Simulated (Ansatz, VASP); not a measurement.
**VW2C3: VASP beside Ansatz**

File INCAR:

```
ALGO = Fast
EDIFF = 1E-6
ENCUT = 520
ISIF = 2
ISMEAR = -1
ISPIN = 2
LASPH = T
LCHARG = F
LMAXMIX = 4
LORBIT = 11
LREAL = F
LWAVE = F
MAGMOM = 0 0 2 0 0 0
NBANDS = 40
NELM = 150
PREC = Accurate
SIGMA = 0.05
```

File KPOINTS:

```
k-points
0
Gamma
  8 8 8
```

Contents of POSCAR:

```
VW2C3
1.0
   -1.5244850000      2.1619300000      4.5850290000
    1.5244850000     -2.1619300000      4.5850290000
    1.5244850000      2.1619300000     -4.5850290000
W V C
2 1 3
Direct
    0.8340170000      0.3340170000      0.5000000000
    0.1659830000      0.6659830000      0.5000000000
    0.5000000000      0.0000000000      0.5000000000
    0.3390390000      0.3390390000      0.0000000000
    0.6609610000      0.6609610000      0.0000000000
    0.0000000000      0.0000000000      0.0000000000
```

Contents of input.yaml:

```yaml
crystal:
  lattice:
    - [-1.524485, 2.16193, 4.585029]
    - [1.524485, -2.16193, 4.585029]
    - [1.524485, 2.16193, -4.585029]
  atoms:
    - { symbol: W, position: [0.834017, 0.334017, 0.5] }
    - { symbol: W, position: [0.165983, 0.665983, 0.5] }
    - { symbol: V, position: [0.5, 0.0, 0.5], spin: 2.0 }
    - { symbol: C, position: [0.339039, 0.339039, 0.0] }
    - { symbol: C, position: [0.660961, 0.660961, 0.0] }
    - { symbol: C, position: [0.0, 0.0, 0.0] }
hamiltonian:
  xc: lda
  pseudopotentials: { kind: paw }
magnetization:
  spin_polarized: true
kpoints:
  mp_grid: { grid: [8, 8, 8] }
scf:
  occupations: { method: fermi_dirac, width: 0.05 }
output:
  forces: true
  stress: true
  eigenvalues: true
  write_density: true
  write_potential: true
  elf: true
  volumetric_format: npy
```

The cell comes from a database or a generator and needn't be the stable form of this composition.

Alike in both runs: task single point; functional LDA; k mesh 8 × 8 × 8; occupations fermi-dirac, width 0.05 eV; collinear spin, ferromagnetic start.

|  | VASP | Ansatz |
| --- | --- | --- |
| version | VASP 6.6.1 | Ansatz 0.2.0 |
| potentials or method | VASP PAW LDA potentials, release 64 (W_sv, V_sv, C) | Ansatz PAW |
| plane-wave cutoff (eV) | 520 | 420 |
| valence electrons in the cell | 53 | 53 |

Ansatz gave:

```
gap on the k mesh at the Fermi level (eV)       : none
pressure (GPa)                                  : -16.2
largest component of the traceless stress (GPa) : 0.08
rms of the force components (eV/Å)              : 0.020
net moment per atom (μB)                        : 0.00
```

Which values does VASP return?

gap on the k mesh at the Fermi level (eV): none; pressure (GPa): -14.5; largest component of the traceless stress (GPa): 0.08; rms of the force components (eV/Å): 0.010; net moment per atom (μB): 0.00.

Atom by atom the forces differ by 0.012 eV/Å (rms over components). A gap of «none» marks a metal or a gap that the smearing closes.

Caveats: the pressure holds a Pulay correction of +0.4 GPa for the finite cutoff (Ansatz); the PAW data sets come from PBE, with cores solved anew for the run's functional, which leaves a small shift of forces and pressure (Ansatz); the starting moments weren't kept (Ansatz). The runs have no spin-orbit coupling, so splittings on W are missing.
